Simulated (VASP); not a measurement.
Input:

```
PbSe
1.0
    0.00000     3.08739     3.08739
    3.08739     0.00000     3.08739
    3.08739     3.08739     0.00000
Pb Se
1 1
Direct
  0.00000   0.00000   0.00000
  0.50000   0.50000   0.50000
```

These are r2SCAN meta-GGA, VASP's PBE PAW potentials (set 64) (plane waves; VASP 6.6.1) values and carry that method's errors. Run with 400 eV cut-off, 17×17×17 Γ-centred mesh, Gaussian smearing of 0.010 eV, potentials Pb_d Se.

### Question
What does the run give for the energy per atom (σ→0)?

### Answer

```json
{
 "energy per atom (σ→0)": "-35.969 eV/atom"
}
```

The compound is PbSe in the rock salt structure. It was relaxed first.
